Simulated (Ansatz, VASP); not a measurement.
# Cross-check of B2O3 between VASP and Ansatz

Aim: how closely do two programs agree when they are given the same cell, functional and k mesh? The structure shown is frame 125 of Ansatz's trajectory.

Calculated with Ansatz 0.2.0; plane waves, with VASP 6.6.1 beside it; single point at PBE.

**1. The starting structure**

The cell holds 100 atoms: 40 B and 60 O. Its edges and angles: a = 10.421 Å, b = 10.421 Å, c = 10.421 Å, α = 90.0°, β = 90.0°, γ = 90.0°. As first built, before any earlier steps moved the atoms (in the runner's words): 100 atoms (40 B, 60 O) placed at random at 1.93 g/cm^3, melted at 3000 K for 20 ps at fixed volume with the Buckingham and Coulomb pair potential of Guillot and Sator (Geochim. Cosmochim. Acta 71, 1249 (2007)) with the boron terms of Wang et al. (J. Non-Cryst. Solids 498, 294 (2018)). Quenched from 3000 K to 300 K at 100 K/ps and fixed volume, held 10 ps at zero pressure.

**2. Ansatz: dynamics, PBE**

Ansatz runs on its default PAW (the set named soft_2) files.

One frame of this run of dynamics is then solved in both programs, so the motion causes no difference.

Input file input.yaml:

```yaml
crystal:
  lattice:
    - [10.42109, 0.0, 0.0]
    - [0.0, 10.42109, 0.0]
    - [0.0, 0.0, 10.42109]
  atoms:
    - { symbol: B, position: [0.59662, 0.43243, 0.55905] }
    - { symbol: B, position: [0.42715, 0.39756, 0.74684] }
    - { symbol: B, position: [0.28226, 0.86615, 0.81363] }
    - { symbol: B, position: [0.27658, 0.59829, 0.79653] }
    - { symbol: B, position: [0.00058, 0.29422, 0.6669] }
    - { symbol: B, position: [0.3582, 0.8508, 0.1483] }
    - { symbol: B, position: [0.66294, 0.46516, 0.19362] }
    - { symbol: B, position: [0.82404, 0.32488, 0.49269] }
    - { symbol: B, position: [0.5105, 0.67154, 0.60443] }
    - { symbol: B, position: [0.93174, 0.06698, 0.23694] }
    - { symbol: B, position: [0.06455, 0.64865, 0.08961] }
    - { symbol: B, position: [0.55201, 0.74107, 0.86017] }
    - { symbol: B, position: [0.87694, 0.49078, 0.32399] }
    - { symbol: B, position: [0.24716, 0.23486, 0.61033] }
    - { symbol: B, position: [0.02658, 0.52601, 0.78725] }
    - { symbol: B, position: [0.77784, 0.84252, 0.0372] }
    - { symbol: B, position: [0.97196, 0.28265, 0.10933] }
    - { symbol: B, position: [0.48473, 0.63696, 0.08589] }
    - { symbol: B, position: [0.87266, 0.98686, 0.48054] }
    - { symbol: B, position: [0.84376, 0.70809, 0.45312] }
    - { symbol: B, position: [0.52188, 0.97143, 0.98012] }
    - { symbol: B, position: [0.12585, 0.05847, 0.89334] }
    - { symbol: B, position: [0.34008, 0.37997, 0.41579] }
    - { symbol: B, position: [0.2794, 0.75642, 0.48779] }
    - { symbol: B, position: [0.66079, 0.04064, 0.62684] }
    - { symbol: B, position: [0.41244, 0.03045, 0.6495] }
    - { symbol: B, position: [0.51415, 0.03252, 0.35011] }
    - { symbol: B, position: [0.26343, 0.1007, 0.33511] }
    - { symbol: B, position: [0.22317, 0.28781, 0.155] }
    - { symbol: B, position: [0.90673, 0.74248, 0.70997] }
[... 64 atom lines left out ...]
    - { symbol: O, position: [0.36523, 0.51739, 0.74369] }
    - { symbol: O, position: [0.15602, 0.54958, 0.8161] }
    - { symbol: O, position: [0.46478, 0.35479, 0.38186] }
    - { symbol: O, position: [0.73203, 0.84889, 0.16397] }
    - { symbol: O, position: [0.40055, 0.7227, 0.54704] }
    - { symbol: O, position: [0.9623, 0.5893, 0.03142] }
kpoints:
  mp_grid: { grid: [1, 1, 1] }
hamiltonian:
  xc: pbe
scf:
  occupations: { method: fixed }
output:
  forces: true
md:
  timestep: 1.0
  n_steps: 374
  ensemble: nvt_langevin
  temperature: 600
  initial_velocities: maxwell_boltzmann
  seed: 8798
```

Started as:

```
ansatz run input.yaml --threads 4 --pin off --max-ram 8192MiB --backend cpu --events-out ev --progress --plain --runs-dir out
```

Numbers of over 12 decimals in the logs are rounded to 6 here.

The log of the run:

```text
Warning: md: disabling space-group detection — thermal motion breaks the input geometry's symmetry, so no spatial operation reduces the k-mesh or symmetrises the density; time reversal is kept, so that k and −k are solved as one point where they differ and the mesh holds both, and exact exchange and, on two spinor components, a DFT+U term hold to it where the run has them: on two components no moment then forms, and  [...]
Engine: ansatz 0.2.0, aarch64-unknown-linux-gnu
Pseudopotentials: kind: paw
Pseudopotential: B, paw, valence charge 3, recommended cutoff 420 eV (normal), B.paw.azcp
Pseudopotential: O, paw, valence charge 6, recommended cutoff 420 eV (normal), O.paw.azcp
Functional definition: PBE
  parameter kappa = 0.804
  parameter beta = 0.066725
  exchange = pbe_x(kappa = kappa, mu = beta*pi^2/3)
  correlation = pbe_c(beta = beta)
Crystal: 100 atoms, lattice volume = 1131.721 Å³
Basis set: ecut = 420 eV, 22119 PW (Γ), exchange–correlation on 144×144×144 points (8 copies of the dense FFT grid, shifted against one another)
Bands: 340, of which v1, the nominal top of the filled ones, is band 240 counted from 1 (239 counted from 0)
Symmetry: 1 space group operations
k-points: 1
Non-local potential: B, projectors of the file, l = 0: 2, l = 1: 2, l = 2: 1
Non-local potential: O, projectors of the file, l = 0: 2, l = 1: 2, l = 2: 1
PAW form: soft (Blöchl's): semilocal exchange-correlation on the pseudo side does not see the compensation charge
PAW one-centre angular grid: B, 110 points (default); XC on 64 Gauss nodes
PAW one-centre angular grid: O, 110 points (default); XC on 64 Gauss nodes
Initial density: superposition of atomic densities (neutral atoms: chi_scale 0, normalization atom), corrected by the library's trained network
Initial wavefunctions: pseudopotential atomic-orbital guess
Functional: x = pbe(κ = 0.804, μ = 0.219515), c = pbe(β = 0.066725)
SCF iter   1: F=—  HF=-40353.122316 eV  |F-HF|=—  |Δ(HF+E_count)|=         —  Δρ=4.17e-3  dr2=1.56e-1  ethr=1.77e-3  ⟨swp⟩=5.0  Hψ=1083  notcnv=0  defer=96
preconditioner: auto → Resta (q_TF=auto, 2.365 Å⁻¹)  ε∞=3.1  [insulator: Δε(μ)=4.636 eV  Ē_g=16.795 eV  n_scr=250 (ndim 8)  ℏωp=24.2 eV  f_vac=0.163  ε∞_Penn≈3.1]
SCF iter   2: F=—  HF=-40353.128237 eV  |F-HF|=—  |Δ(HF+E_count)|=   5.92e-3  Δρ=1.96e-3  dr2=2.48e-2  ethr=3.25e-5  ⟨swp⟩=3.0  Hψ=514  notcnv=0  defer=98
SCF iter   3: F=—  HF=-40353.137550 eV  |F-HF|=—  |Δ(HF+E_count)|=   9.31e-3  Δρ=7.47e-4  dr2=5.84e-3  ethr=5.16e-6  ⟨swp⟩=3.0  Hψ=428  notcnv=0  defer=70
automatic band count: iteration 3 solves 312 bands in place of 340: the levels show a gap, and the empty bands left out lie too high to hold charge; the band table lists the bands solved (type scf.n_extra_bands for more)
SCF iter   4: F=—  HF=-40353.138667 eV  |F-HF|=—  |Δ(HF+E_count)|=   1.12e-3  Δρ=1.83e-4  dr2=3.59e-4  ethr=1.22e-6  ⟨swp⟩=2.0  Hψ=418  notcnv=0  defer=70
SCF iter   5: F=—  HF=-40353.138783 eV  |F-HF|=—  |Δ(HF+E_count)|=   1.15e-4  Δρ=8.43e-5  dr2=6.04e-5  ethr=7.48e-8  ⟨swp⟩=2.0  Hψ=470  notcnv=0  defer=70
SCF iter   6: F=—  HF=-40353.140467 eV  |F-HF|=—  |Δ(HF+E_count)|=   1.68e-3  Δρ=2.57e-5  dr2=6.15e-6  ethr=1.26e-8  ⟨swp⟩=2.0  Hψ=494  notcnv=0  defer=70
SCF iter   7: F=—  HF=-40353.140471 eV  |F-HF|=—  |Δ(HF+E_count)|=   4.19e-6  Δρ=1.09e-5  dr2=1.10e-6  ethr=1.28e-9  ⟨swp⟩=2.0  Hψ=469  notcnv=0  defer=70
SCF iter   8: F=—  HF=-40353.140472 eV  |F-HF|=—  |Δ(HF+E_count)|=   2.38e-7  Δρ=3.40e-6  dr2=1.10e-7  ethr=2.28e-10  ⟨swp⟩=2.0  Hψ=483  notcnv=0  defer=70
SCF iter   9: F=-40353.140472 eV  HF=-40353.140472 eV  |F-HF|=7.22e-9  |Δ(HF+E_count)|=   8.66e-8  Δρ=9.22e-7  dr2=1.02e-8  ethr=2.08e-11  ⟨swp⟩=3.0  Hψ=796  notcnv=0
SCF 1 converged in 9 iterations: F = -40353.140472 eV  dr2 = 1.02e-8
  greatest PAW one-centre occupation: 0.861 electrons in one spin orbital (limit 2), on the O atom at site 41 (counted from 0), in its partial waves of l = 0
md step     0: t =     0.00 fs  T =   594.0 K  F+E_penalty+E_count = -40353.14047164 eV  E_kin = 7.678044 eV  (9 SCF iters)
[...]
md step   371: t =   371.00 fs  T =   580.6 K  F+E_penalty+E_count = -40358.32133016 eV  E_kin = 7.505280 eV  (6 SCF iters)
[...]
md step   372: t =   372.00 fs  T =   581.6 K  F+E_penalty+E_count = -40358.48415441 eV  E_kin = 7.518046 eV  (7 SCF iters)
[...]
md step   373: t =   373.00 fs  T =   596.0 K  F+E_penalty+E_count = -40358.68503276 eV  E_kin = 7.703594 eV  (6 SCF iters)
[...]
md step   374: t =   374.00 fs  T =   593.2 K  F+E_penalty+E_count = -40358.87370489 eV  E_kin = 7.667243 eV  (8 SCF iters)
SCF converged after 8 iterations
Free energy (F): -40358.873705 eV
Harris-Foulkes:  -40358.873705 eV  (|F-HF|=1.78e-8)
Internal energy: -40358.873705 eV  (E = F + TS)
E sigma→0 (E₀):  -40358.873705 eV
Fermi energy:    1.453923 eV
--- Per-component energies (eV) ---
  E_band       = -3024.048231
  E_kinetic    = 12509.348288
  E_local      = -34485.768641  (includes V_loc(G=0)·N_el)
  E_nonlocal   = 3365.367386
  E_hartree    = 12497.833377
  E_xc         = -5648.658335
  E_vxc        = -7087.646189  (∫ρ·V_xc dr)
  E_paw        = -12689.486792  (= ΣΔE_a)
  E_vpaw       = -2321.164107  (= ΣTr[D̂ρ^β])
  E_aug_tail   = 0.153926  (compensation charges beyond the density's cutoff)
  E_ewald      = -15907.662913
  E_smearing   = -0.000000  (= −TS)
  E_closure    = 0.000000  (closes the sum)
  Σ components = -40358.873705   (vs F -40358.873705, Δ=0.00e0)
--- Forces (eV/Å), atoms counted from 1 ---
  atom   1  B      1.16822034    -3.65763585     0.55762244
  atom   2  B     -2.69413334     0.93410424     1.94157887
  atom   3  B     -0.75187571    -1.00024542    -1.13448016
  atom   4  B     -0.44036190    -0.99121978    -1.63129503
  atom   5  B     -0.80106423    -2.29388459    -1.82402281
  atom   6  B      0.43016749     0.56815536    -0.48283139
  atom   7  B     -0.08466489     2.63093291    -1.74878378
  atom   8  B      1.28615549     0.28468522    -1.47096224
  atom   9  B      1.71509426     0.54395733     0.09535811
  atom  10  B     -0.64163484    -0.55281354    -0.28368005
  atom  11  B     -0.47895865     2.39026690    -1.56505004
  atom  12  B      1.29282058     2.63328397    -1.40419797
  atom  13  B      1.63821609     0.37682101     1.99065624
  atom  14  B     -0.93497123    -2.21651182     0.35402721
  atom  15  B     -0.97525849     1.98662241     1.07645134
  atom  16  B     -1.54957653     0.49947848    -1.35600910
  atom  17  B     -1.33983682     1.37479249    -0.10297223
  atom  18  B     -0.63022330    -0.30813718     3.02013434
  atom  19  B     -0.47046993    -0.58060698    -0.26409021
  atom  20  B     -0.37629932    -1.96387161    -2.39782706
  atom  21  B      2.47059812     1.57046498    -1.25137892
  atom  22  B      0.67230315    -0.20544597    -0.70437326
  atom  23  B      0.72864413    -0.70624391     0.80327029
  atom  24  B     -0.15747778     1.67358033     1.74425800
[...]
atom  93  O     -1.74310563     0.29105825     1.01811973
  atom  94  O      0.97436698    -1.50045312     0.45085244
  atom  95  O     -0.33967834     1.15317069     0.33360195
  atom  96  O     -0.23753889     0.82067357    -0.74613834
  atom  97  O     -0.10832270    -1.39748545     1.20432227
  atom  98  O      1.09278148     0.33846041    -0.70366784
  atom  99  O      0.50895762    -0.94862315     0.04806613
  atom 100  O     -0.43205136    -0.56074729    -0.57974617
  max |Σ_I F_I| component: 3.67e-5 eV/Å
--- MD trajectory: 374 steps, t = 0.0 → 374.0 fs ---
  final state: T = 593.2 K   F+E_penalty+E_count = -40358.87370489 eV   E_kin = 7.667243 eV
```

**3. VASP: single point, PBE**

The same cell, functional and mesh now go to VASP, with its own data sets.

Lines of VASP's logs that name or quote its potential files are left out, and so is its time.

Input file INCAR:

```
SYSTEM = B2O3
PREC = Accurate
ENCUT = 520
EDIFF = 1E-06
NELM = 120
ISMEAR = 0
SIGMA = 0.01
LREAL = Auto
ALGO = Normal
GGA = PE
NBANDS = 312
LORBIT = 11
LWAVE = .FALSE.
LCHARG = .FALSE.
ISIF = 2
LASPH = .TRUE.
GGA_COMPAT = .FALSE.
EFERMI = MIDGAP
NCORE = 2
```

Input file POSCAR:

```
B2O3
1.0
   10.4210900000      0.0000000000      0.0000000000
    0.0000000000     10.4210900000      0.0000000000
    0.0000000000      0.0000000000     10.4210900000
B O
40 60
Direct
    0.5915024244      0.4485135432      0.6063185329
    0.4244661547      0.3886733537      0.7583563716
    0.2813141428      0.8599484315      0.7646800862
    0.2867742242      0.5986993683      0.7981122896
    0.0068418947      0.3190453206      0.6288209775
    0.3663916155      0.8496040241      0.0928885558
    0.6045240949      0.4798730267      0.2048825987
    0.8064991282      0.3698461485      0.5039108193
    0.4843159401      0.6644122640      0.6054932833
    0.9691212723      0.0286822204      0.2705475147
    0.0773143692      0.6141679997      0.1257833873
    0.5561030564      0.7440968267      0.8346151890
    0.7871345512      0.5288506289      0.3557305426
    0.2253123234      0.2256481808      0.5845069949
    0.0587942336      0.5536656914      0.7164509663
    0.8150874813      0.8126021366      0.0636113881
    0.9828434454      0.1802306668      0.0755775068
    0.5114724084      0.6552193676      0.0606558431
    0.8927377079      0.0489305821      0.4846997771
    0.8085526562      0.7364392784      0.4696341745
    0.5535505403      0.9537677920      0.9503900264
    0.1358207251      0.0192206381      0.8421671821
    0.3345235479      0.3828582231      0.4179409256
    0.2845095858      0.7665416957      0.4746720353
    0.6734228377      0.0858643386      0.6382441760
    0.4099283280      0.0517700164      0.6536648278
    0.5220855016      0.0401589469      0.3280175106
    0.2706914536      0.0919577511      0.3338230454
    0.2319527036      0.2095174305      0.1224631972
    0.9094634055      0.7669447246      0.6860126916
[... 64 atom lines left out ...]
    0.3871667935      0.5132380586      0.7953870468
    0.1725347349      0.5401930124      0.7759552983
    0.4543190779      0.3188054225      0.3918400091
    0.7198383279      0.8528282550      0.1527191493
    0.3783865219      0.7143494586      0.5458066287
    0.9889464538      0.5300597154      0.0777557818
```

Input file KPOINTS:

```
Automatic mesh
0
Gamma
1 1 1
0 0 0
```

Potentials, in the order of the species: B and O (PBE family, release 64).

Started as:

```
mpirun -np 8 vasp_gam
```

The log of the run:

```text
[banner, memory and clock lines left out]
running    8 mpi-ranks, on    1 nodes
[...]
LDA part: xc-table for (Slater+PW92), standard interpolation
 POSCAR, INCAR and KPOINTS ok, starting setup
[...]
entering main loop
       N       E                     dE             d eps       ncg     rms          rms(c)
DAV:   1     0.433005075679E+04    0.43301E+04   -0.29534E+05   648   0.153E+03
DAV:   2    -0.498519103955E+03   -0.48286E+04   -0.46133E+04   760   0.388E+02
DAV:   3    -0.859499474228E+03   -0.36098E+03   -0.35741E+03   720   0.111E+02
DAV:   4    -0.866276579628E+03   -0.67771E+01   -0.67508E+01   728   0.163E+01
[...]
DAV:  15    -0.789422644470E+03    0.25686E-04   -0.15470E-04   720   0.448E-02    0.149E-02
DAV:  16    -0.789422654789E+03   -0.10319E-04   -0.51448E-05   688   0.174E-02    0.103E-02
DAV:  17    -0.789422654033E+03    0.75664E-06   -0.56131E-06   720   0.712E-03
   1 F= -.78942265E+03 E0= -.78942265E+03  d E =0.000000E+00
```

OUTCAR, selected parts (step 3):

```text
  FREE ENERGIE OF THE ION-ELECTRON SYSTEM (eV)
  ---------------------------------------------------
  free  energy   TOTEN  =      -789.4226540326 eV

  energy  without entropy=     -789.4226540326  energy(sigma->0) =     -789.42265403
```

The run ends at a pressure of 0.44 GPa, with forces up to 5.6 eV/Å.

**4. Comparison**

Known differences besides the potentials themselves: fixed occupations in Ansatz, narrow Gaussian smearing in VASP; the cutoff is 420 eV in Ansatz and 520 eV in VASP (PREC = Accurate, projectors in real space). Total energies have different zeros and are not compared.

Forces on 9 of the 100 atoms, those with the largest forces and the largest differences (eV/Å; atoms numbered as in POSCAR):

```
atom          Ansatz x, y, z            VASP x, y, z
 B10   2.240, -1.811, -4.813   2.203, -1.804, -4.818
 B17   -1.113, -0.126, 1.250   -1.163, -0.107, 1.179
 B18   -1.305, -0.073, 2.403   -1.290, -0.164, 2.402
 B19   -0.771, -0.857, 3.366   -0.856, -0.809, 3.412
 B30   1.740, -4.040, -1.181   1.740, -3.994, -1.148
 O41    3.157, -0.646, 2.585    3.164, -0.622, 2.599
 O50  -1.217, -0.271, -3.531  -1.209, -0.295, -3.549
 O54    1.757, -3.311, 1.457    1.744, -3.334, 1.455
 O62    0.931, 1.035, -4.280    0.930, 1.075, -4.277
```

The forces differ by 24 meV/Å r.m.s., which is 1.8 % of the r.m.s. force of 1.305 eV/Å (both taken over all components).

**5. Outcome**

| Quantity | Value |
| --- | --- |
| r.m.s. force difference (single point, PBE) | 1.8 % of the r.m.s. force |

In words: The r.m.s. force difference is 1.8 % of the r.m.s. force (single point, PBE), within the 3 % picked in this series as the mark of a large difference. 2 further runs of this series are not shown here. How closely two codes agree says nothing of how well the functional describes the real material.

[Lines on the potential files, build, host, timing and source positions are cut from VASP's logs without a mark.]

[Logs are printed without paths, hosts, clocks, repeated set-up lines and the standing remarks that a program may print on its own settings, such as how far it seeks lower states.]

[Hosts, paths, dates, database ids (printed as entryN), source tags and the programs' standing remarks are cut or masked in the printed files.]
